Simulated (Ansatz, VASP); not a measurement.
**Hf3NbO: VASP beside Ansatz**

```
Hf Nb O
1.0
     5.02345    0.00000    0.00000
     0.00000    5.02345    0.00000
     0.00000    0.00000    5.02345
Hf Nb O
3 1 1
Cartesian
  0.0000 2.5117 2.5117
  2.5117 0.0000 2.5117
  2.5117 2.5117 0.0000
  2.5117 2.5117 2.5117
  0.0000 0.0000 0.0000
```

Change from the starting cell: species swapped into the ZnAgF3 type (Pm-3m, No. 221).

Alike in both runs: functional PBE; k mesh 4 × 4 × 4; occupations gaussian, width 0.1 eV; no spin polarisation.

Ansatz relaxed the structure, and its values are those at the end. VASP's run is a single point on that final structure, the one shown.

|  | VASP | Ansatz |
| --- | --- | --- |
| version | VASP 6.6.1 | Ansatz 0.2.0 |
| potentials or method | VASP PAW PBE potentials, release 64 (Hf_pv, Nb_sv, O) | scalar-relativistic, plane waves, PAW |
| plane-wave cutoff (eV) | 520 | 420 |
| valence electrons in the cell | 49 | 97 |

Ansatz gave:

| Quantity | Value |
| --- | --- |
| gap on the k mesh at the Fermi level (eV) | none |
| pressure (GPa) | 0.1 |

Question: What did VASP give for the same quantities?

Answer: gap on the k mesh at the Fermi level (eV): none; pressure (GPa): -0.5.

A gap of «none» marks a metal or a gap that the smearing closes. With one functional, cell and mesh, what is left measures potentials, basis and numerics. The two sets of potentials don't hold the same shells in valence.

Caveats: an odd number of electrons without spin polarisation forces a metal; a magnetic or distorted state may lie lower. Spin-orbit coupling is left out, which matters for the levels of Hf.
